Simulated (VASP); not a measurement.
Output of a VASP run:

### OSZICAR
```
...
       N       E                     dE             d eps       ncg     rms          rms(c)
DAV:   1    -0.110638698630E+03   -0.16658E-03   -0.47764E-03   744   0.399E-01    0.193E-02
DAV:   2    -0.110638607276E+03    0.91354E-04   -0.11985E-04   861   0.666E-02    0.875E-03
DAV:   3    -0.110638635233E+03   -0.27957E-04   -0.16107E-05   602   0.311E-02    0.594E-03
DAV:   4    -0.110638554013E+03    0.81220E-04   -0.16023E-05   560   0.322E-02    0.271E-03
DAV:   5    -0.110638776087E+03   -0.22207E-03   -0.12907E-05   568   0.278E-02    0.152E-03
DAV:   6    -0.110638604220E+03    0.17187E-03   -0.71345E-06   552   0.194E-02    0.862E-04
DAV:   7    -0.110638597375E+03    0.68455E-05   -0.28555E-06   484   0.159E-02
  15 F= -.11063860E+03 E0= -.11063860E+03  d E =-.113775E-02
       N       E                     dE             d eps       ncg     rms          rms(c)
DAV:   1    -0.110638760048E+03   -0.15583E-03   -0.10114E-01   744   0.183E+00    0.840E-02
DAV:   2    -0.110639042816E+03   -0.28277E-03   -0.26486E-03   979   0.285E-01    0.474E-02
DAV:   3    -0.110638664483E+03    0.37833E-03   -0.24977E-04   864   0.122E-01    0.313E-02
DAV:   4    -0.110639339692E+03   -0.67521E-03   -0.15620E-04   810   0.928E-02    0.146E-02
DAV:   5    -0.110638938586E+03    0.40111E-03   -0.72258E-05   793   0.809E-02    0.641E-03
DAV:   6    -0.110638928696E+03    0.98901E-05   -0.24664E-05   618   0.381E-02
  16 F= -.11063893E+03 E0= -.11063893E+03  d E =-.331321E-03
       N       E                     dE             d eps       ncg     rms          rms(c)
DAV:   1    -0.110638927913E+03    0.10673E-04   -0.11749E-04   842   0.643E-02    0.261E-03
DAV:   2    -0.110639028622E+03   -0.10071E-03   -0.72152E-06   491   0.236E-02    0.163E-03
DAV:   3    -0.110638986769E+03    0.41853E-04   -0.30943E-06   498   0.134E-02    0.104E-03
DAV:   4    -0.110639028223E+03   -0.41454E-04   -0.25087E-06   456   0.146E-02    0.528E-04
DAV:   5    -0.110638987169E+03    0.41054E-04   -0.14243E-06   456   0.109E-02    0.372E-04
DAV:   6    -0.110639010288E+03   -0.23119E-04   -0.15065E-06   456   0.107E-02    0.223E-04
DAV:   7    -0.110639014247E+03   -0.39584E-05   -0.14189E-06   456   0.100E-02
  17 F= -.11063901E+03 E0= -.11063901E+03  d E =-.416871E-03
       N       E                     dE             d eps       ncg     rms          rms(c)
DAV:   1    -0.110639104396E+03   -0.94108E-04   -0.48870E-02   744   0.129E+00    0.479E-02
DAV:   2    -0.110639526487E+03   -0.42209E-03   -0.75875E-04   875   0.166E-01    0.241E-02
DAV:   3    -0.110638977053E+03    0.54943E-03   -0.14981E-04   779   0.107E-01    0.170E-02
DAV:   4    -0.110639608295E+03   -0.63124E-03   -0.89431E-05   758   0.834E-02    0.959E-03
DAV:   5    -0.110639112101E+03    0.49619E-03   -0.40014E-05   686   0.642E-02    0.418E-03
DAV:   6    -0.110639166239E+03   -0.54138E-04   -0.15367E-05   616   0.290E-02    0.141E-03
DAV:   7    -0.110639155081E+03    0.11157E-04   -0.56200E-06   456   0.187E-02    0.761E-04
DAV:   8    -0.110639201205E+03   -0.46124E-04   -0.23283E-06   470   0.131E-02    0.364E-04
DAV:   9    -0.110639163607E+03    0.37598E-04   -0.62964E-07   449   0.720E-03    0.251E-04
DAV:  10    -0.110639196047E+03   -0.32439E-04   -0.93068E-07   449   0.888E-03    0.105E-04
DAV:  11    -0.110639174549E+03    0.21498E-04   -0.38946E-07   442   0.584E-03    0.950E-05
DAV:  12    -0.110639172854E+03    0.16944E-05   -0.10143E-07   414   0.287E-03
  18 F= -.11063917E+03 E0= -.11063917E+03  d E =-.158608E-03
```

**OUTCAR**
```
------------------------ aborting loop because EDIFF is reached ----------------------------------------
  FORCE on cell =-STRESS in cart. coord.  units (eV):
  Direction    XX          YY          ZZ          XY          YZ          ZX
  --------------------------------------------------------------------------------------
  Total        1.7208370      1.2196777     -0.1473257      0.0000000      0.0000000      0.0000000
  in kB        8.4875404      6.0157142     -0.7266423      0.0000000      0.0000000      0.0000000
  external PRESSURE =       4.5922041 kB  Pullay stress =       0.0000000 kB
  volume of cell :      324.84
      direct lattice vectors                 reciprocal lattice vectors
     4.355041308  0.000000000  0.000000000     0.229618947  0.000000000  0.000000000
     0.000000000  3.079479674  0.000000000     0.000000000  0.324730184  0.000000000
     0.000000000  0.000000000 24.221378303     0.000000000  0.000000000  0.041285842
 POSITION                                       TOTAL-FORCE (eV/Angst)
 -----------------------------------------------------------------------------------
      4.17118      0.00000     15.71573         0.002084      0.000000     -0.010847
      2.20462      1.53974     14.47799         0.011315      0.000000      0.000237
      0.02198      0.00000     12.86453        -0.011548      0.000000     -0.012444
      2.19951      1.53974     11.35685        -0.011548      0.000000      0.012444
      0.02710      0.00000      9.74339         0.011315      0.000000     -0.000237
      1.99366      1.53974      8.50565         0.002084      0.000000      0.010847
      1.14240      0.00000     14.43738        -0.003612      0.000000      0.002522
      3.32694      1.53974     15.94650         0.000572      0.000000      0.004976
      1.10923      0.00000     11.33632         0.001189      0.000000      0.000083
      3.28675      1.53974     12.88506         0.001189      0.000000     -0.000083
      1.14942      0.00000      8.27488         0.000572      0.000000     -0.004976
      3.31992      1.53974      9.78400        -0.003612      0.000000     -0.002522
 -----------------------------------------------------------------------------------
    total drift:                               -0.001159     -0.000000      0.000000
  FREE ENERGIE OF THE ION-ELECTRON SYSTEM (eV)
  ---------------------------------------------------
  free  energy   TOTEN  =      -110.6391728544 eV

  energy  without entropy=     -110.6391728544  energy(sigma->0) =     -110.63917285

 reached required accuracy - stopping structural energy minimisation
```
(Selected blocks of OUTCAR.)

### POSCAR
```
SiC(110) slab
1
    4.3550413077    -0.0000000000    -0.0000000000
   -0.0000000000     3.0794796745     0.0000000000
    0.0000000000     0.0000000000    24.2213783033
Si C
6 6
Direct
  0.0000000000   0.0000000000   0.6589240000
  0.5000000000   0.5000000000   0.5953540000
  0.0000000000   0.0000000000   0.5317850000
  0.5000000000   0.5000000000   0.4682150000
  0.0000000000   0.0000000000   0.4046460000
  0.5000000000   0.5000000000   0.3410760000
  0.2500000000   0.0000000000   0.5953540000
  0.7500000000   0.5000000000   0.6589240000
  0.2500000000   0.0000000000   0.4682150000
  0.7500000000   0.5000000000   0.5317850000
  0.2500000000   0.0000000000   0.3410760000
  0.7500000000   0.5000000000   0.4046460000
```

Problem. Reconstruct the remaining input files.

Solution. This is not unique; one that fits is the input of the run itself, r2SCAN meta-GGA, plane waves, VASP's PBE PAW potentials (set 64).

### INCAR
```
SYSTEM = SiC(110) slab
PREC = Normal; ENCUT = 450; LREAL = .False.
LASPH = .True.
EDIFF = 1E-5; NELM = 100; NELMIN = 4
ALGO = Normal; LMIXTAU = .True.
ISMEAR = 0; SIGMA = 0.05
METAGGA = R2SCAN
IBRION = 2; NSW = 50; ISIF = 2
EDIFFG = -0.03
LWAVE = .True.; LCHARG = .False.
DIPOL = 0.5 0.5 0.5
LDIPOL = .True.; IDIPOL = 3
```

File KPOINTS:
```
K-points
0
gamma
 5 7 1
```

POTCAR, in this order: Si C (PBE.64 set). Program: vasp_std.

At this cut-off the stress carries a Pulay error, which pulls relaxed volumes low.

The cell is a thin slab with vacuum, built from SiC (zinc blende): (110) face.
